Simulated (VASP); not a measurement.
AgCl (rock salt):

```
CELL_PARAMETERS angstrom
      0.00000     2.77500     2.77500
      2.77500     0.00000     2.77500
      2.77500     2.77500     0.00000
ATOMIC_POSITIONS crystal
  Ag 0.00000 0.00000 0.00000
  Cl 0.50000 0.50000 0.50000
```

The lowest empty band near Γ, direction [100], from PBE with spin-orbit coupling in VASP (PAW); its two spin partners are averaged. The gap over the points computed is 0.87 eV, and the next band on that side lies 9.92 eV away at the edge.

Numerical set-up: 400 eV cut-off, 9×9×9 Γ-centred mesh, Gaussian smearing of 0.050 eV, potentials Ag Cl.

```json
[
 {"distance from the edge in k (1/Å)": "0.018", "distance in energy (meV)": "4.6"},
 {"distance from the edge in k (1/Å)": "0.025", "distance in energy (meV)": "8.9"},
 {"distance from the edge in k (1/Å)": "0.035", "distance in energy (meV)": "17.4"},
 {"distance from the edge in k (1/Å)": "0.050", "distance in energy (meV)": "35.5"},
 {"distance from the edge in k (1/Å)": "0.070", "distance in energy (meV)": "69.4"}
]
```

**Question.** Fit E(1 + αE) = ħ²k²/2m* (ħ²/2m0 = 3.810 eV Å²) and predict the row at 0.095 1/Å.

**Answer.** The rows don't resolve α, so a parabola serves: the electron mass is m* = 0.269 m0, and so 127.9 meV. The run gave 126.9 meV, -1.0 meV from the fit.

Left out are points under 3 meV from the edge, since the levels carry 0.1 meV, and points farther than half the way to the next band.

The compound is AgCl in the rock salt structure. The cell was not relaxed at this level.
